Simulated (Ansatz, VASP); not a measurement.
**BeGa3 in VASP and in Ansatz**

```
CELL_PARAMETERS angstrom
-2.07051 2.07051 3.84057
2.07051 -2.07051 3.84057
2.07051 2.07051 -3.84057
ATOMIC_POSITIONS crystal
Ga 0.50000 0.50000 0.00000
Ga 0.25000 0.75000 0.50000
Ga 0.75000 0.25000 0.50000
Be 0.00000 0.00000 0.00000
```

Change from the starting cell: volume scaled by 1.04.

Alike in both runs: task single point; functional PBE; k mesh 9 × 9 × 9; occupations fermi-dirac, width 0.05 eV; no spin polarisation.

```csv
,VASP,Ansatz
version,VASP 6.6.1,Ansatz 0.2.0
potentials or method,"VASP PAW PBE potentials, release 64 (Ga_d, Be)",Ansatz PAW
plane-wave cutoff (eV),520,420
valence electrons in the cell,41,41
```

```tsv
	VASP	Ansatz	Ansatz less VASP
gap on the k mesh at the Fermi level (eV)	none	none	-
pressure (GPa)	-2.3	-2.3	-0.07
largest component of the traceless stress (GPa)	2.23	2.23	-0.005
```

A gap of «none» marks a metal or a gap that the smearing closes. The functional is the same, so the differences come from potentials, cutoffs and numerics.
